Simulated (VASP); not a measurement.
```
CELL_PARAMETERS angstrom
      6.42132     0.00000     0.00000
     -3.21066     5.56103     0.00000
      0.00000     0.00000    14.90498
ATOMIC_POSITIONS crystal
  Sc 0.00000 0.00000 0.25000
  Sc 0.00000 0.00000 0.75000
  Ag 0.33333 0.66667 0.75000
  Ag 0.66667 0.33333 0.25000
  P  0.66667 0.33333 0.67575
  P  0.33333 0.66667 0.32425
  P  0.66667 0.33333 0.82425
  P  0.33333 0.66667 0.17575
  Se 0.67141 0.69545 0.13307
  Se 0.32859 0.30455 0.86693
  Se 0.30455 0.97596 0.13307
  Se 0.69545 0.02404 0.86693
  Se 0.02404 0.32859 0.13307
  Se 0.97596 0.67141 0.86693
  Se 0.30455 0.32859 0.36693
  Se 0.69545 0.67141 0.63307
  Se 0.02404 0.69545 0.36693
  Se 0.97596 0.30455 0.63307
  Se 0.67141 0.97596 0.36693
  Se 0.32859 0.02404 0.63307
```

The numbers are results of PBEsol GGA, VASP's PBE PAW potentials (set 64) (plane waves; VASP 6.6.1), not measurements. Run with LREAL = Auto, 300 eV cut-off, 3×3×2 Γ-centred mesh, Fermi-Dirac smearing of 0.050 eV, potentials Sc_sv Ag P Se.

Problem. Predict the energy per atom (σ→0), largest force, band gap (on the k-mesh) with the smallest direct gap where there is one.

Solution. 
```
Item                                         Result
-----------------------------------  --------------
band gap (on the k-mesh)                    1.73 eV
smallest direct gap (on the k-mesh)         1.79 eV
energy per atom (σ→0)                -4.953 eV/atom
largest force                            0.387 eV/Å
```

Only differences to runs with the same potentials and settings are physical.

The structure comes from a computed database's AgScP2Se6 entry; how it stands against other phases isn't given here. The cell was not relaxed at this level.
